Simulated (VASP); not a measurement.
# A VASP study of MnAl2O4 (r2SCAN): structure first, properties next, part 6 of 6

How well does r2SCAN reproduce what experiment finds for MnAl2O4? The cell is relaxed first, and properties follow on it. The start is a computed cell from the Materials Project.

VASP 6.6.1; r2SCAN, spin-polarised from a ferromagnetic start; plane waves and PAW (Mn_pv, Al, O).

Still holding for the runs below: The magnetic state follows from one typed start and may not be the lowest. Experiment finds antiferromagnetic order in this phase (below 40 K, arxiv:1405.4694), so this ferromagnetic run describes another state.

So far, gap on the k-mesh (eV): step 2 (full relaxation (r2SCAN)) 2.52; step 5 (total and projected DOS (r2SCAN)) 2.52. The relaxed cell has a = 8.195 Å (conventional setting).

### 7. Independent-particle dielectric function (r2SCAN)

LOPTICS sums transitions from filled to empty bands. The mesh is finer than in the run before. NBANDS is raised for it.

Input file INCAR:

```
SYSTEM = MnAl2O4
PREC = Accurate
ENCUT = 520
EDIFF = 1E-06
NELM = 100
ISMEAR = 0
SIGMA = 0.05
LREAL = .FALSE.
ALGO = Normal
METAGGA = R2SCAN
LASPH = .TRUE.
NBANDS = 155
ISPIN = 2
MAGMOM = 4.46 4.46 0.009 0.009 0.009 0.009 0.046 0.046 0.046 0.046 0.046 0.046 0.046 0.046
LMAXMIX = 4
LORBIT = 11
LWAVE = .FALSE.
LCHARG = .FALSE.
KPAR = 8
LOPTICS = .TRUE.
NEDOS = 1500
CSHIFT = 0.1
```

Input file POSCAR:

```
MnAl2O4
1.0
    0.0000000000      4.0975837901      4.0975837901
    4.0975837901      0.0000000000      4.0975837901
    4.0975837901      4.0975837901      0.0000000000
Mn Al O
2 4 8
Direct
    0.7500000000      0.7500000000      0.7500000000
    0.5000000000      0.5000000000      0.5000000000
    0.1250000000      0.1250000000      0.6250000000
    0.6250000000      0.1250000000      0.1250000000
    0.1250000000      0.1250000000      0.1250000000
    0.1250000000      0.6250000000      0.1250000000
    0.8914200262      0.8914200262      0.8914200262
    0.3585799738      0.9242600785      0.3585799738
    0.3257399215      0.8914200262      0.8914200262
    0.8914200262      0.8914200262      0.3257399215
    0.3585799738      0.3585799738      0.3585799738
    0.8914200262      0.3257399215      0.8914200262
    0.3585799738      0.3585799738      0.9242600785
    0.9242600785      0.3585799738      0.3585799738
```

Input file KPOINTS:

```
Automatic mesh
0
Gamma
6 6 6
0 0 0
```

PAW data sets: Mn_pv, Al and O (PBE family, release 64).

The run is started by

```
> mpirun -np 8 vasp_std
```

The program printed:

```text
[... set-up lines as in an earlier step ...]
 entering main loop
       N       E                     dE             d eps       ncg     rms          rms(c)
DAV:   1     0.739568023164E+03    0.73957E+03   -0.31977E+04  9920   0.595E+02
DAV:   2    -0.105414570011E+03   -0.84498E+03   -0.76492E+03 10336   0.210E+02
DAV:   3    -0.181532321539E+03   -0.76118E+02   -0.72680E+02 11508   0.673E+01
DAV:   4    -0.182863011650E+03   -0.13307E+01   -0.13274E+01 11544   0.842E+00
DAV:   5    -0.182876781630E+03   -0.13770E-01   -0.13767E-01 12272   0.826E-01    0.281E+01
DAV:   6    -0.144908049356E+03    0.37969E+02   -0.11072E+01 11626   0.180E+01    0.273E+01
DAV:   7    -0.145705478113E+03   -0.79743E+00   -0.39196E+00 11000   0.643E+00    0.174E+01
DAV:   8    -0.145786992761E+03   -0.81515E-01   -0.21809E-01 12392   0.205E+00    0.814E+00
DAV:   9    -0.145803736187E+03   -0.16743E-01   -0.11216E-01 10888   0.110E+00    0.141E+00
DAV:  10    -0.145821626311E+03   -0.17890E-01   -0.24955E-02 10976   0.778E-01    0.107E+00
DAV:  11    -0.145825805288E+03   -0.41790E-02   -0.47892E-03 10992   0.283E-01    0.197E-01
DAV:  12    -0.145826444096E+03   -0.63881E-03   -0.66644E-04 11208   0.866E-02    0.106E-01
DAV:  13    -0.145826562004E+03   -0.11791E-03   -0.13624E-04 11672   0.327E-02    0.512E-02
DAV:  14    -0.145826626817E+03   -0.64814E-04   -0.11705E-05 11536   0.129E-02    0.216E-02
DAV:  15    -0.145826616028E+03    0.10789E-04   -0.38001E-06 10784   0.749E-03    0.915E-03
DAV:  16    -0.145826617700E+03   -0.16721E-05   -0.62218E-07  9504   0.235E-03    0.180E-03
DAV:  17    -0.145826613550E+03    0.41507E-05   -0.70183E-08  6056   0.773E-04    0.122E-03
DAV:  18    -0.145826612221E+03    0.13284E-05   -0.12057E-08  5752   0.337E-04    0.465E-04
DAV:  19    -0.145826612493E+03   -0.27137E-06   -0.25543E-09  5624   0.179E-04
   1 F= -.14582661E+03 E0= -.14582661E+03  d E =-.196997E-15  mag=    10.0000
 optical routines
 imaginary and real dielectric function
 direction            1
 direction            2
 direction            3
```

Wall time 5.5 min (8 MPI ranks of AMD EPYC 9R45, shared host); peak memory 7.9 GiB; 44 min of CPU time.

OUTCAR, selected parts (step 7):

```text
   k-points           NKPTS =     16   k-points in BZ     NKDIM =     16   number of bands    NBANDS=    155

   NELECT =      86.0000    total number of electrons

 E-fermi :   7.1318

 k-point     2 :       0.1667    0.0000    0.0000
  band No.  band energies     occupation
    ...
     44       6.2501      1.00000
     45       6.2502      1.00000
     46       6.6085      1.00000
     47       6.8298      1.00000
     48       6.8299      1.00000
     49       9.8379      0.00000
     50      13.2891      0.00000
     51      13.8588      0.00000
     52      13.8588      0.00000
     53      14.0155      0.00000
    ...

 k-point     3 :       0.3333    0.0000    0.0000
  band No.  band energies     occupation
    ...
     44       6.1523      1.00000
     45       6.2732      1.00000
     46       6.2732      1.00000
     47       6.7417      1.00000
     48       6.7418      1.00000
     49      10.8136      0.00000
     50      12.7243      0.00000
     51      14.0688      0.00000
     52      14.2978      0.00000
     53      14.2978      0.00000
    ...

  Total       -0.0003537     -0.0003537     -0.0003537     -0.0000000      0.0000000      0.0000000
  in kB       -0.0041180     -0.0041180     -0.0041180     -0.0000000      0.0000000      0.0000000
  external PRESSURE =      -0.0041180 kB  Pullay stress =       0.0000000 kB

 POSITION                                       TOTAL-FORCE (eV/Angst)
 -----------------------------------------------------------------------------------
      6.14638      6.14638      6.14638         0.000000      0.000000      0.000000
      4.09758      4.09758      4.09758         0.000000      0.000000      0.000000
      3.07319      3.07319      1.02440         0.000000      0.000000      0.000000
      1.02440      3.07319      3.07319         0.000000      0.000000      0.000000
      1.02440      1.02440      1.02440         0.000000      0.000000      0.000000
      3.07319      1.02440      3.07319         0.000000      0.000000      0.000000
      7.30534      7.30534      7.30534        -0.004016     -0.004016     -0.004016
      5.25654      2.93862      5.25654        -0.004016      0.004016     -0.004016
      7.30534      4.98741      4.98741        -0.004016      0.004016      0.004016
      4.98741      4.98741      7.30534         0.004016      0.004016     -0.004016
      2.93862      2.93862      2.93862         0.004016      0.004016      0.004016
      4.98741      7.30534      4.98741         0.004016     -0.004016      0.004016
      5.25654      5.25654      2.93862        -0.004016     -0.004016      0.004016
      2.93862      5.25654      5.25654         0.004016     -0.004016     -0.004016
 -----------------------------------------------------------------------------------
    total drift:                               -0.000000     -0.000000      0.000000

  FREE ENERGIE OF THE ION-ELECTRON SYSTEM (eV)
  ---------------------------------------------------
  free  energy   TOTEN  =      -145.8266124926 eV

  energy  without entropy=     -145.8266124926  energy(sigma->0) =     -145.82661249

 plasma frequency squared (from intraband transitions) (eV^2)
  --------------------------------------------------------------------------------------
       0.000       0.000       0.000
       0.000       0.000       0.000
       0.000       0.000       0.000

[... 13 parts as in an earlier step ...]

[... 9 further parts left out ...]
```

These are independent-particle spectra without excitons or local fields, and fine structure depends on the mesh and on CSHIFT.

Numbers from this step:

* electronic steps: 19
* bands: 155
* irreducible k points: 16
* free energy (TOTEN): -145.8266 eV
* Fermi energy: 7.132 eV
* pressure: -4.12e-4 GPa

The imaginary dielectric function, xx has structure finer than the step of the table below, so its rows give means over 1 eV, whole bins alone (the curve runs from 0 to 24.9 eV). Peaks (eV: height): 7.9: 3.55, 10.7: 2.90, 11.4: 2.96, 14.2: 3.71, 19.4: 2.51.

Table of imaginary dielectric function, xx by photon energy; means over each step:

photon energy (eV), imaginary dielectric function, xx and a bar:
```
        1       0.00 
        2       0.02 
        3       0.07 #
        4       0.13 #
        5       0.19 ##
        6       0.46 ####
        7       2.36 #####################
        8       2.89 ##########################
        9       2.14 ###################
       10       2.43 ######################
       11       2.72 ########################
       12       2.58 #######################
       13       2.72 ########################
       14       3.35 ##############################
       15       3.22 #############################
       16       2.85 ##########################
       17       2.60 #######################
       18       2.14 ###################
       19       2.27 ####################
       20       2.21 ####################
       21       1.22 ###########
       22       1.04 #########
       23       0.77 #######
       24       0.64 ######
```

Real dielectric function, xx against photon energy:

photon energy (eV), real dielectric function, xx and a bar from the least value:
```
        0       3.28 ####################
        1       3.30 ####################
        2       3.38 #####################
        3       3.51 #####################
        4       3.67 ######################
        5       3.99 ########################
        6       4.67 ############################
        7       5.13 ##############################
        8       2.62 #################
        9       3.07 ###################
       10       3.09 ###################
       11       2.49 ################
       12       2.21 ###############
       13       2.33 ###############
       14       2.21 ###############
       15       1.14 #########
       16       0.76 #######
       17       0.37 #####
       18       0.40 #####
       19       0.44 #####
       20      -0.54 
       21      -0.57 
       22      -0.27 ##
       23      -0.10 ##
       24      -0.03 ###
```

### 8. Outcome

- relaxed volume: 9.828 Å³/atom
- relaxed conventional cell a, b, c: 8.195, 8.195, 8.195 Å
- space group after relaxing, within 0.02 Å: Fd-3m (No. 227)
- moment of the cell (6×6×6 mesh): 10 μB
- largest site moment (6×6×6 mesh): 4.46 μB on Mn1
- band gap: 2.52 eV, direct
- gap among the points of the DOS mesh alone, an upper bound: 2.52 eV
- largest field gradient Vzz: -13.01 V/Å² on Al3
- strongest peak of ε2, mean over directions: 14.2 eV
- ε1 at zero frequency, no local fields, mean: 3.28

**Reading.** With r2SCAN, MnAl2O4 relaxes to 9.828 Å³/atom in space group Fd-3m, has a direct gap of 2.52 eV and keeps moments of up to 4.46 μB (6×6×6 mesh). Band structure (r2SCAN), spin up: On this path the gap is direct, 2.52 eV, with the valence top at Γ and the conduction bottom at Γ. Band structure (r2SCAN), spin down: The path shows an indirect gap of 6.19 eV (valence top at X, conduction bottom at Γ). The least direct gap is 6.28 eV. Semilocal functionals usually underestimate gaps. Only the typed magnetic starts were tried, so the magnetic ground state may differ and with it the other results. Only ferromagnetic starts were used, while the crystal orders antiferromagnetically, so what depends on the order belongs to another state. No search among competing phases was made, and a listed structure need not be the one stable at ambient conditions. All values are for a static lattice at zero temperature.

Computed beside measured:

```
              quantity  measured          r2SCAN
lattice constant a (Å)   8.20979  8.195 (-0.2 %)
```

Measured values from arxiv:1405.4694 (2014).

Verdict: The lattice constant a is off by -0.2 %. The runs are ferromagnetic and the sample is antiferromagnetic, so the match is not graded. For lattice constants the calculation has a static lattice, without zero-point motion or thermal expansion (measured at up to 300 K).

[Lines on the potential files, build, host, timing and source positions are cut from VASP's logs without a mark.]

[Logs are printed without paths, hosts, clocks, repeated set-up lines and the standing remarks that a program may print on its own settings, such as how far it seeks lower states.]

[Hosts, paths, dates, database ids (printed as entryN), source tags and the programs' standing remarks are cut or masked in the printed files.]

[A measured line is paired with the nearest computed mode of its activity, which favours agreement.]
